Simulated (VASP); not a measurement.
A run of VASP 6.6.1 is set up as follows.

INCAR

```
SYSTEM = Ge3BiP
PREC = Accurate
ENCUT = 520
EDIFF = 1E-7
ISMEAR = 0
SIGMA = 0.05
LREAL = .False.
LASPH = .True.
NELM = 100
ALGO = Normal
ISIF = 2
LWAVE = .False.
LCHARG = .False.
GGA = PE
NBANDS = 39
```

The input KPOINTS:

```
Automatic mesh
0
Gamma
  4 4 4
  0 0 0
```

Contents of POSCAR:

```
Ge3BiP
1.0
    5.2435367382      0.0000000000      0.0000000000
    0.0000000000      5.2435367382      0.0000000000
    0.0000000000      0.0000000000      5.2435367382
Bi P Ge
1 1 3
Direct
    0.0000000000      0.0000000000      0.0000000000
    0.5000000000      0.5000000000      0.5000000000
    0.5000000000      0.5000000000      0.0000000000
    0.5000000000      0.0000000000      0.5000000000
    0.0000000000      0.5000000000      0.5000000000
```

Potentials or basis: VASP PAW PBE potentials, release 64 (Bi_d, P, Ge_d).

Command:

```console
$ cat potpaw_PBE.64/Bi_d/POTCAR potpaw_PBE.64/P/POTCAR potpaw_PBE.64/Ge_d/POTCAR > POTCAR
$ mpirun -np 1 vasp_std > vasp.out
```

**Question.** Estimate the band gap on the k mesh.

**Answer.** None (metal or under the smearing width).

**Question.** What does it give for the pressure?

**Answer.** -6.9 GPa.

Caveat: spin-orbit coupling is left out, which moves the levels of the heavy elements.
